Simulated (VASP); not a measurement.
All values below come from PBE GGA, VASP's PBE PAW potentials (set 64) (plane waves; VASP 6.6.1).

A VASP calculation is set up with these files.

**KPOINTS**
```
Automatic mesh
0
Gamma
14 14 8
0 0 0
```

INCAR:
```
SYSTEM = Ru
PREC = Accurate
ENCUT = 300
EDIFF = 1E-6
NELM = 100
ALGO = Normal
LREAL = .FALSE.
LASPH = .TRUE.
ISMEAR = -1
SIGMA = 0.05
GGA = PE
LMAXMIX = 4
LWAVE = .FALSE.
LCHARG = .FALSE.
ISIF = 2
```

POSCAR:
```
Ru
1
    1.3550000000    -2.3469290000     0.0000000000
    1.3550000000     2.3469290000     0.0000000000
    0.0000000000     0.0000000000     4.2800000000
Ru
2
Direct
  0.3333330000   0.6666670000   0.2500000000
  0.6666670000   0.3333330000   0.7500000000
```

POTCAR, in this order: Ru_pv (PBE.64 set). Program: vasp_std.

The run wrote:

**OSZICAR**
```
       N       E                     dE             d eps       ncg     rms          rms(c)
DAV:   1     0.192262197197E+03    0.19226E+03   -0.13769E+04  4578   0.118E+03
DAV:   2    -0.156707841817E+02   -0.20793E+03   -0.20317E+03  4638   0.388E+02
DAV:   3    -0.197674640827E+02   -0.40967E+01   -0.40353E+01  4492   0.591E+01
DAV:   4    -0.198100542474E+02   -0.42590E-01   -0.42532E-01  5570   0.513E+00
DAV:   5    -0.198107680966E+02   -0.71385E-03   -0.71355E-03  4764   0.489E-01    0.175E+01
DAV:   6    -0.185789159283E+02    0.12319E+01   -0.32772E+00  4354   0.189E+01    0.469E+00
DAV:   7    -0.184912602270E+02    0.87656E-01   -0.26257E-01  4428   0.483E+00    0.113E+00
DAV:   8    -0.184819217854E+02    0.93384E-02   -0.65546E-03  4404   0.955E-01    0.155E-01
DAV:   9    -0.184818219983E+02    0.99787E-04   -0.42372E-04  5664   0.215E-01    0.463E-02
DAV:  10    -0.184818420716E+02   -0.20073E-04   -0.10559E-05  4552   0.295E-02    0.166E-02
DAV:  11    -0.184818384157E+02    0.36559E-05   -0.53095E-07  2588   0.639E-03    0.175E-03
DAV:  12    -0.184818381410E+02    0.27471E-06   -0.59728E-08  2196   0.170E-03
   1 F= -.18481838E+02 E0= -.18473606E+02  d E =-.164646E-01
```

File OUTCAR:
```
------------------------ aborting loop because EDIFF is reached ----------------------------------------
  FORCE on cell =-STRESS in cart. coord.  units (eV):
  Direction    XX          YY          ZZ          XY          YZ          ZX
  --------------------------------------------------------------------------------------
  Total        0.5232038      0.5232038      0.4198051      0.0000000      0.0000000      0.0000000
  in kB       30.7941658     30.7941699     24.7084375      0.0000000      0.0000000      0.0000000
  external PRESSURE =      28.7655911 kB  Pullay stress =       0.0000000 kB
  volume of cell :       27.22
      direct lattice vectors                 reciprocal lattice vectors
     1.355000000 -2.346929000  0.000000000     0.369003690 -0.213044366  0.000000000
     1.355000000  2.346929000  0.000000000     0.369003690  0.213044366  0.000000000
     0.000000000  0.000000000  4.280000000     0.000000000  0.000000000  0.233644860
 POSITION                                       TOTAL-FORCE (eV/Angst)
 -----------------------------------------------------------------------------------
      1.35500      0.78231      1.07000        -0.000000      0.000000      0.000000
      1.35500     -0.78231      3.21000         0.000000     -0.000000      0.000000
 -----------------------------------------------------------------------------------
    total drift:                               -0.000000      0.000510     -0.000045
  FREE ENERGIE OF THE ION-ELECTRON SYSTEM (eV)
  ---------------------------------------------------
  free  energy   TOTEN  =       -18.4818381410 eV

  energy  without entropy=      -18.4653735356  energy(sigma->0) =      -18.47360584
```
(Selected blocks of OUTCAR.)

At this cut-off the stress carries a Pulay error, which pulls relaxed volumes low.

The structure is a typed Ru crystal (P6_3/mmc). The cell was not relaxed at this level.
